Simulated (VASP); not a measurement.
# LiAl12 in VASP: a series of runs

Runs on LiAl12. Level: PBE. Tasks: single point.

Program: VASP 6.6.1. These are calculated values, not measurements. Logs are shortened: lines on timing, memory, paths and dates and some standing lists are left out, and cuts for length are marked.

## 1. The cell of the first run

The cell holds a slab with vacuum, 13 atoms: a = 5.714 Å, b = 5.714 Å, c = 20.102 Å, α = 90.00°, β = 90.00°, γ = 120.00°.

## 2. Single point, PBE (Li over (0/6, 2/6) of the surface cell, its height relaxed)

Contents of INCAR:

```
PREC = Accurate ; ENCUT = 520
EDIFF = 1E-6 ; ISMEAR = 0
SIGMA = 0.1 ; LREAL = False
LASPH = True ; NELM = 100
ALGO = Fast ; ISIF = 2
LWAVE = False ; LCHARG = False
LDIPOL = True ; IDIPOL = 3
DIPOL = 0.5 0.5 0.331 ; GGA = PE
NBANDS = 32
```

Contents of KPOINTS:

```
Automatic mesh
0
Gamma
  6 6 1
```

Contents of POSCAR:

```
LiAl12
1.0
    5.7143028096      0.0000000000      0.0000000000
   -2.8571514048      4.9487313980      0.0000000000
    0.0000000000      0.0000000000     20.1016424764
Al Li
12 1
Direct
    0.3333333333      0.1666666667      0.1989887147
    0.3333333333      0.6666666667      0.1989887147
    0.8333333333      0.1666666667      0.1989887147
    0.8333333333      0.6666666667      0.1989887147
    0.1666666667      0.3333333333      0.3134533099
    0.1666666667      0.8333333333      0.3134533099
    0.6666666667      0.3333333333      0.3134533099
    0.6666666667      0.8333333333      0.3134533099
    0.0000000000      0.0000000000      0.4279074452
    0.0000000000      0.5000000000      0.4279074452
    0.5000000000      0.0000000000      0.4279074452
    0.5000000000      0.5000000000      0.4279074452
    0.0000000000      0.1666666667      0.5420557463
```

Potentials or basis: VASP PAW PBE potentials, release 64 (Al, Li_sv).

Launch:

```bash
cat potpaw_PBE.64/Al/POTCAR potpaw_PBE.64/Li_sv/POTCAR > POTCAR
mpirun -np 1 vasp_std > vasp.out
```

OUTCAR:

```text
PREC = Accurate
   ENCUT = 520
   EDIFF = 1E-6
   ISMEAR = 0
   LREAL = False
   LASPH = True
   NELM = 100
   ISIF = 2
   GGA = PE

 ion  position               nearest neighbor table
   1  0.333  0.167  0.199-   5 2.83   6 2.83   7 2.83   4 2.86   2 2.86   2 2.86   4 2.86   3 2.86
                             3 2.86
   2  0.333  0.667  0.199-   6 2.83   5 2.83   8 2.83   3 2.86   1 2.86   1 2.86   3 2.86   4 2.86
                             4 2.86
   3  0.833  0.167  0.199-   7 2.83   8 2.83   5 2.83   4 2.86   2 2.86   4 2.86   2 2.86   1 2.86
                             1 2.86
   4  0.833  0.667  0.199-   8 2.83   7 2.83   6 2.83   3 2.86   1 2.86   3 2.86   1 2.86   2 2.86
                             2 2.86
   5  0.167  0.333  0.313-   9 2.83  12 2.83  10 2.83   1 2.83   2 2.83   3 2.83   8 2.86   6 2.86
                             6 2.86   8 2.86   7 2.86   7 2.86
   6  0.167  0.833  0.313-  10 2.83  11 2.83   9 2.83   2 2.83   1 2.83   4 2.83   7 2.86   5 2.86
                             5 2.86   7 2.86   8 2.86   8 2.86
   7  0.667  0.333  0.313-  11 2.83  10 2.83  12 2.83   3 2.83   4 2.83   1 2.83   8 2.86   6 2.86
                             8 2.86   6 2.86   5 2.86   5 2.86
   8  0.667  0.833  0.313-  12 2.83   9 2.83  11 2.83   4 2.83   3 2.83   2 2.83   7 2.86   5 2.86
                             7 2.86   5 2.86   6 2.86   6 2.86
   9  0.000  0.000  0.428-  13 2.48   5 2.83   8 2.83   6 2.83  12 2.86  10 2.86  10 2.86  12 2.86
                            11 2.86  11 2.86
  10  0.000  0.500  0.428-   6 2.83   7 2.83   5 2.83   9 2.86  11 2.86   9 2.86  11 2.86  12 2.86
                            12 2.86  13 2.98
  11  0.500  0.000  0.428-   7 2.83   6 2.83   8 2.83  10 2.86  12 2.86  12 2.86  10 2.86   9 2.86
                             9 2.86
  12  0.500  0.500  0.428-   8 2.83   5 2.83   7 2.83   9 2.86  11 2.86  11 2.86   9 2.86  10 2.86
                            10 2.86
  13  0.000  0.167  0.542-   9 2.48  10 2.98

  LATTYP: Found a hexagonal cell.
 ALAT       =     5.7143028096
 C/A-ratio  =     3.5177769093

  Lattice vectors:

 A1 = (   5.7143028096,   0.0000000000,   0.0000000000)
 A2 = (  -2.8571514048,   4.9487313980,   0.0000000000)
 A3 = (   0.0000000000,   0.0000000000,  20.1016424764)

Analysis of symmetry for initial positions (statically):
=====================================================================
 Subroutine PRICEL returns:
 Original cell was already a primitive cell.

 Routine SETGRP: Setting up the symmetry group for a
 hexagonal supercell.

 Subroutine GETGRP returns: Found  1 space group operations
 (whereof  1 operations were pure point group operations)
 out of a pool of 24 trial point group operations.

The static configuration has the point symmetry C_1 .

Analysis of symmetry for dynamics (positions and initial velocities):
=====================================================================
 Subroutine PRICEL returns:
 Original cell was already a primitive cell.

 Routine SETGRP: Setting up the symmetry group for a
 hexagonal supercell.

 Subroutine GETGRP returns: Found  1 space group operations
 (whereof  1 operations were pure point group operations)
 out of a pool of 24 trial point group operations.

The dynamic configuration has the point symmetry C_1 .

 Subroutine INISYM returns: Found  1 space group operations
 (whereof  1 operations are pure point group operations),
 and found     1 'primitive' translations

----------------------------------------------------------------------------------------

                                     Primitive cell

  volume of cell :     568.4453

  direct lattice vectors                    reciprocal lattice vectors
     5.714302810  0.000000000  0.000000000     0.174999476  0.101035995  0.000000000
    -2.857151405  4.948731398  0.000000000     0.000000000  0.202071990  0.000000000
     0.000000000  0.000000000 20.101642476     0.000000000  0.000000000  0.049747179

  length of vectors
     5.714302810  5.714302810 20.101642476     0.202071990  0.202071990  0.049747179

  position of ions in fractional coordinates (direct lattice)
     0.333333333  0.166666667  0.198988715
     0.333333333  0.666666667  0.198988715
     0.833333333  0.166666667  0.198988715
     0.833333333  0.666666667  0.198988715
     0.166666667  0.333333333  0.313453310
     0.166666667  0.833333333  0.313453310
     0.666666667  0.333333333  0.313453310
     0.666666667  0.833333333  0.313453310
     0.000000000  0.000000000  0.427907445
     0.000000000  0.500000000  0.427907445
     0.500000000  0.000000000  0.427907445
     0.500000000  0.500000000  0.427907445
     0.000000000  0.166666667  0.542055746

  ion indices of the primitive-cell ions
   primitive index   ion index
                 1           1
                 2           2
                 3           3
                 4           4
                 5           5
                 6           6
                 7           7
                 8           8
                 9           9
                10          10
                11          11
                12          12
                13          13

----------------------------------------------------------------------------------------

 KPOINTS: Automatic mesh

Automatic generation of k-mesh.
 Grid dimensions read from file:
 generate k-points for:    6    6    1

 Generating k-lattice:

  Cartesian coordinates                     Fractional coordinates (reciprocal lattice)
     0.029166579  0.016839332  0.000000000     0.166666667  0.000000000  0.000000000
     0.000000000  0.033678665  0.000000000     0.000000000  0.166666667  0.000000000
     0.000000000  0.000000000  0.049747179     0.000000000  0.000000000  1.000000000

  Length of vectors
     0.033678665  0.033678665  0.049747179

  Shift w.r.t. Gamma in fractional coordinates (k-lattice)
     0.000000000  0.000000000  0.000000000

 Subroutine IBZKPT returns following result:
 ===========================================

 Found     20 irreducible k-points:

 Following reciprocal coordinates:
            Coordinates               Weight
  0.000000  0.000000  0.000000      1.000000
  0.166667  0.000000  0.000000      2.000000
  0.000000  0.166667  0.000000      2.000000
 -0.166667  0.166667  0.000000      2.000000
  0.333333  0.000000  0.000000      2.000000
  0.000000  0.333333  0.000000      2.000000
[... 12 lines left out ...]
  0.500000 -0.166667  0.000000      2.000000
  0.333333  0.333333  0.000000      2.000000
   k-points           NKPTS =     20   k-points in BZ     NKDIM =     20   number of bands    NBANDS=     32
   number of dos      NEDOS =    301   number of ions     NIONS =     13
   total plane-waves  NPLWV = 264600
   dimension x,y,z NGX =    42 NGY =   42 NGZ =  150
   dimension x,y,z NGXF=    84 NGYF=   84 NGZF=  300
   ions per type =              12   1
   NGX,Y,Z   is equivalent  to a cutoff of  12.22, 12.22, 12.41 a.u.
   NGXF,Y,Z  is equivalent  to a cutoff of  24.44, 24.44, 24.81 a.u.
 SYSTEM =  unknown system
   PREC   = accura    normal or accurate (medium, high low for compatibility)
   ISTART =      0    job   : 0-new  1-cont  2-samecut
   ICHARG =      2    charge: 1-file 2-atom 10-const
   ISPIN  =      1    spin polarized calculation?
   LNONCOLLINEAR =      F non collinear calculations
   LSORBIT =      F    spin-orbit coupling
   LASPH  =      T    aspherical Exc in radial PAW
   ENCUT  =  520.0 eV  38.22 Ry    6.18 a.u.  10.62 10.62 37.38*2*pi/ulx,y,z
   NELM   =    100;   NELMIN=  2; NELMDL= -5     # of ELM steps
   EDIFF  = 0.1E-05   stopping-criterion for ELM
   LREAL  =      F    real-space projection
   EDIFFG = 0.1E-04   stopping-criterion for IOM
   NSW    =      0    number of steps for IOM
   IBRION =     -1    ionic relax: 0-MD 1-quasi-New 2-CG
   NFREE  =      0    steps in history (QN), initial steepest desc. (CG)
   ISIF   =      2    stress and relaxation
   ISYM   =      2    0-nonsym 1-usesym 2-fastsym
   POTIM  = 0.5000    time-step for ionic-motion
   TEBEG  =    0.0;   TEEND  =   0.0 temperature during run
   PSTRESS=    0.0 pullay stress
   NELECT =      39.0000    total number of electrons
   NUPDOWN=      -1.0000    fix difference up-down
   EMIN   =  10.00;   EMAX   =-10.00  energy-range for DOS
   EFERMI =   0.00;   METHOD = LEGACY
   ISMEAR =     0;   SIGMA  =   0.10  broadening in eV -4-tet -1-fermi 0-gaus
   EFERMI_NEDOS =   21; number of points for ismear=-14 and -15
   IALGO  =     68    algorithm
   IMIX   =      4    mixing-type and parameters
     AMIX     =   0.40;   BMIX     =  1.00
     AMIX_MAG =   1.60;   BMIX_MAG =  1.00
  volume/ion in A,a.u.               =      43.73       295.08
  Fermi-wavevector in a.u.,A,eV,Ry     =   0.670193  1.266482  6.111182  0.449159
  Thomas-Fermi vector in A             =   1.745637
   LORBIT       =      0    0 simple, 1 ext, 2 COOP (PROOUT), +10 PAW based schemes
   GGA     = PE    functional components
   LHFCALC =     F    Hartree Fock is set to
   AEXX    =    0.0000 exact exchange contribution
   IVDW    =     0    specifies the selected vdW correction
   LEPSILON=     F    determine dielectric tensor
   LRPA    =     F    only Hartree local field effects (RPA)
 non-spin polarized calculation
 RMM-DIIS sequential band-by-band and
 Gauss-broadening in eV      SIGMA  =   0.10
  energy-cutoff  :      520.00
  volume of cell :      568.45
 maximum number of plane-waves:     15351
   NGX = 21   NGY = 21   NGZ = 75

 number of electron      39.0000002 magnetization

 dipolmoment           0.000000      0.000000     -0.284777 electrons x Angstroem

 Free energy of the ion-electron system (eV)
  ---------------------------------------------------
  ext. energy  EPLUGINS =         0.00000000
  ---------------------------------------------------
  free energy    TOTEN  =       -43.79427836 eV

  energy without entropy =      -43.75848911  energy(sigma->0) =      -43.77638373

 E-fermi :   0.8738     XC(G=0):  -4.8372

 val. band max:        0.8620265918   @ k =  -0.1667   0.3333   0.0000
 cond. band min:       0.9302865442   @ k =  -0.1667   0.3333   0.0000
 fundamental gap:      0.0682599524
 Fermi energy:         0.8737557103

 k-point     1 :       0.0000    0.0000    0.0000
  band No.  band energies     occupation
      1     -47.3370      2.00000
      2      -9.6625      2.00000
      3      -7.9725      2.00000
      4      -5.3367      2.00000
      5      -3.7963      2.00000
      6      -3.7890      2.00000
[... 23 lines left out ...]
     30       3.4178      0.00000
     31       3.4507      0.00000

 k-point     2 :       0.1667    0.0000    0.0000
  band No.  band energies     occupation
      1     -47.3370      2.00000
      2      -9.4952      2.00000
      3      -7.8066      2.00000
      4      -5.5409      2.00000
      5      -5.1722      2.00000
      6      -4.5716      2.00000
[... 23 lines left out ...]
     30       4.2126      0.00000
     31       4.7269      0.00000

 k-point     3 :       0.0000    0.1667    0.0000
  band No.  band energies     occupation
      1     -47.3370      2.00000
      2      -9.4952      2.00000
      3      -7.8066      2.00000
      4      -5.5412      2.00000
      5      -5.1718      2.00000
      6      -4.5716      2.00000
[... 567 lines left out ...]
     30       3.8308      0.00000
     31       4.6080      0.00000

 k-point    20 :       0.3333    0.3333    0.0000
  band No.  band energies     occupation
      1     -47.3370      2.00000
      2      -7.6796      2.00000
      3      -7.6641      2.00000
      4      -7.6612      2.00000
      5      -6.0362      2.00000
      6      -5.9785      2.00000
[... 23 lines left out ...]
     30       4.0036      0.00000
     31       4.1464      0.00000
 [bands above 31 left out]

------------------------ aborting loop because EDIFF is reached ----------------------------------------

 vacuum level on the upper side and lower side of the slab       (xc-potential included)        -1.395         0.496

  FORCE on cell =-STRESS in cart. coord.  units (eV):
  Direction    XX          YY          ZZ          XY          YZ          ZX
  --------------------------------------------------------------------------------------
  -------------------------------------------------------------------------------------
  Total       -2.5313104     -2.2657906      0.5707061     -0.3450112      0.6797975     -0.3325405
  in kB       -7.1345618     -6.3861876      1.6085494     -0.9724227      1.9160264     -0.9372738
  external PRESSURE =      -3.9707334 kB  Pullay stress =       0.0000000 kB

 VOLUME and BASIS-vectors are now :
 -----------------------------------------------------------------------------
  energy-cutoff  :      520.00
  volume of cell :      568.45
      direct lattice vectors                 reciprocal lattice vectors
     5.714302810  0.000000000  0.000000000     0.174999476  0.101035995  0.000000000
    -2.857151405  4.948731398  0.000000000     0.000000000  0.202071990  0.000000000
     0.000000000  0.000000000 20.101642476     0.000000000  0.000000000  0.049747179

 POSITION                                       TOTAL-FORCE (eV/Angst)
 -----------------------------------------------------------------------------------
      1.42858      0.82479      4.00000         0.024768      0.007488     -0.054200
     -0.00000      3.29915      4.00000         0.006147      0.011203     -0.060601
      4.28573      0.82479      4.00000        -0.018191      0.001912     -0.047669
      2.85715      3.29915      4.00000        -0.003033     -0.018776     -0.067918
      0.00000      1.64958      6.30093         0.006487      0.015052      0.068221
     -1.42858      4.12394      6.30093         0.002702     -0.006876      0.057715
      2.85715      1.64958      6.30093        -0.008882     -0.013067      0.040487
      1.42858      4.12394      6.30093        -0.018596     -0.015239      0.056294
      0.00000      0.00000      8.60164         0.167078     -0.291690     -0.536869
     -1.42858      2.47437      8.60164        -0.005795      0.033816      0.154863
      2.85715      0.00000      8.60164         0.034900      0.006752      0.187138
      1.42858      2.47437      8.60164        -0.043746     -0.010391      0.186351
     -0.47619      0.82479     10.89621        -0.143839      0.279817      0.016189
 -----------------------------------------------------------------------------------
    total drift:                               -0.000075     -0.000086     -0.000077

  FREE ENERGIE OF THE ION-ELECTRON SYSTEM (eV)
  ---------------------------------------------------
  free  energy   TOTEN  =       -43.7942783558 eV

  energy  without entropy=      -43.7584891140  energy(sigma->0) =      -43.77638373

 vacuum level on the upper side and lower side of the slab         2.568         4.507
```

It took 20 min on 1 thread of Intel Xeon Platinum 8488C (Sapphire Rapids), shared host; peak memory 0.69 GiB.

What came out:

```yaml
Free_energy: -43.7943 eV
Largest_force: 0.633 eV/Å
Band_gap_on_the_k_mesh: none (metal or under the smearing width)
```

Forces in eV/Å, atoms in the order of the input:
```
Al   0.025  0.007 -0.054
Al   0.006  0.011 -0.061
Al  -0.018  0.002 -0.048
Al  -0.003 -0.019 -0.068
Al   0.006  0.015  0.068
Al   0.003 -0.007  0.058
Al  -0.009 -0.013  0.040
Al  -0.019 -0.015  0.056
Al   0.167 -0.292 -0.537
Al  -0.006  0.034  0.155
Al   0.035  0.007  0.187
Al  -0.044 -0.010  0.186
Li  -0.144  0.280  0.016
```

Levels at points of the mesh, in eV from the Fermi level:
```
           k point  band 17  band 18  band 19  band 20  band 21  band 22
(0.00, 0.00, 0.00)    -2.69    -0.59    -0.50    -0.39    -0.29    -0.23
(0.50, 0.00, 0.00)    -0.45    -0.22    -0.19     0.78     0.90     0.99
(0.00, 0.50, 0.00)    -0.45    -0.22    -0.19     0.82     0.89     0.99
(0.50, 0.50, 0.00)    -0.46    -0.23    -0.18     0.81     0.92     0.99
```

Caveat: the cutoff is under 1.25 times the usual one of these potentials, so pressure, stress and relaxed cells hold a basis-set (Pulay) error.

## 3. Single point, PBE (Li over (0/6, 0/6) of the surface cell, its height relaxed)

Contents of INCAR:

```
SYSTEM = LiAl12
ALGO = Fast ; DIPOL = 0.5 0.5 0.332
EDIFF = 1E-6 ; ENCUT = 520
GGA = PE ; IDIPOL = 3
ISIF = 2 ; ISMEAR = 0
LASPH = .TRUE. ; LCHARG = .FALSE.
LDIPOL = .TRUE. ; LREAL = .FALSE.
LWAVE = .FALSE. ; NBANDS = 32
NELM = 100 ; PREC = Accurate
SIGMA = 0.1
```

Contents of KPOINTS:

```
k-points
0
G
  6 6 1
  0 0 0
```

Changes to POSCAR since step 2:

```diff
@@ -20,2 +20,2 @@
     0.5000000000      0.5000000000      0.4279074452
-    0.0000000000      0.1666666667      0.5420557463
+    0.0000000000      0.0000000000      0.5528020304
```

Potentials or basis: VASP PAW PBE potentials, release 64 (Al, Li_sv).

Launch:

```bash
cat potpaw_PBE.64/Al/POTCAR potpaw_PBE.64/Li_sv/POTCAR > POTCAR
mpirun -np 1 vasp_std > vasp.out
```

It took 5.3 min on 1 thread of Intel Xeon Platinum 8488C (Sapphire Rapids), shared host; peak memory 0.6 GiB.

It converged, with:

```yaml
Free_energy: -43.6186 eV
Largest_force: 0.507 eV/Å
Band_gap_on_the_k_mesh: none (metal or under the smearing width)
```

Forces in eV/Å, atoms in the order of the input:
```
Al   0.026  0.015 -0.045
Al   0.000  0.000 -0.064
Al  -0.026  0.015 -0.045
Al   0.000 -0.030 -0.045
Al   0.000  0.033  0.057
Al   0.028 -0.016  0.057
Al   0.000  0.000  0.011
Al  -0.028 -0.016  0.057
Al   0.000  0.000 -0.507
Al   0.026  0.015  0.174
Al   0.000 -0.030  0.174
Al  -0.026  0.015  0.174
Li   0.000  0.000  0.002
```

Levels at points of the mesh, in eV from the Fermi level:
```
           k point  band 17  band 18  band 19  band 20  band 21  band 22
(0.00, 0.00, 0.00)    -2.73    -0.61    -0.42    -0.42    -0.37    -0.21
(0.50, 0.00, 0.00)    -0.47    -0.22    -0.21     0.77     0.88     0.91
```

Caveat: the cutoff is under 1.25 times the usual one of these potentials, so pressure, stress and relaxed cells hold a basis-set (Pulay) error.
